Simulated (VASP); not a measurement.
```
CELL_PARAMETERS angstrom
     -1.65176     1.65176     1.65176
      1.65176    -1.65176     1.65176
      1.65176     1.65176    -1.65176
ATOMIC_POSITIONS crystal
  Ta 0.00000 0.00000 0.00000
```

Computed with RPBE GGA, VASP's PBE PAW potentials (set 64) (plane waves; VASP). Run with 520 eV cut-off, 15×15×15 Γ-centred mesh, first-order Methfessel-Paxton smearing of 0.10 eV, potentials Ta_pv.

Unless said otherwise, spin-orbit coupling is left out, though it shifts the bands of the heavy elements here.

Problem. Estimate the energy per atom (σ→0), pressure, band gap (on the k-mesh) with the smallest direct gap where there is one.

Solution. 
```
Property                                                     Value
------------------------  ----------------------------------------
band gap (on the k-mesh)  none (metal, semimetal or under 0.01 eV)
energy per atom (σ→0)                              -11.301 eV/atom
pressure                                                  6.11 GPa
```

The compound is Ta in the bcc structure. This cell is one point of a volume scan, at 0.97 of the reference volume.
